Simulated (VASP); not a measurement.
Elastic constants (GPa) of a crystal from VASP 6.6.1 with PBE GGA, VASP's PBE PAW potentials (set 64):

```tsv
	xx	yy	zz	yz	xz	xy
xx	258.9	119.9	119.9	0.0	0.0	0.0
yy	119.9	258.9	119.9	0.0	0.0	0.0
zz	119.9	119.9	258.9	0.0	0.0	0.0
yz	0.0	0.0	0.0	101.2	0.0	0.0
xz	0.0	0.0	0.0	0.0	101.2	0.0
xy	0.0	0.0	0.0	0.0	0.0	101.2
```

Finite-difference elastic constants of metals are sensitive to mesh and smearing; shear constants can be off by tens of GPa.

Work out the Voigt, Reuss and Hill moduli, Young's modulus and Poisson's ratio.

All eigenvalues are positive (smallest 101.2 GPa), so the crystal is stable. K_V = (C11+C22+C33+2(C12+C13+C23))/9 = (776.7 + 2×359.7)/9 = 166.2 GPa; G_V = (776.7 − 359.7 + 3×303.6)/15 = 88.5 GPa. From the compliances, K_R = 166.2 GPa and G_R = 85.6 GPa. Hill: K = 166.2 GPa, G = 87.1 GPa, E = 9KG/(3K+G) = 222.3 GPa, ν = (3K−2G)/(2(3K+G)) = 0.277. K/G = 1.91, above Pugh's 1.75; universal anisotropy A^U = 0.17.

With a density of 8.17 g/cm³, what are the mean sound speeds?

v_l = √((K+4G/3)/ρ) = 5.88 km/s and v_t = √(G/ρ) = 3.26 km/s. The crystal is Fe (bcc), cubic.

The compound is Fe in the bcc structure. It was relaxed first.
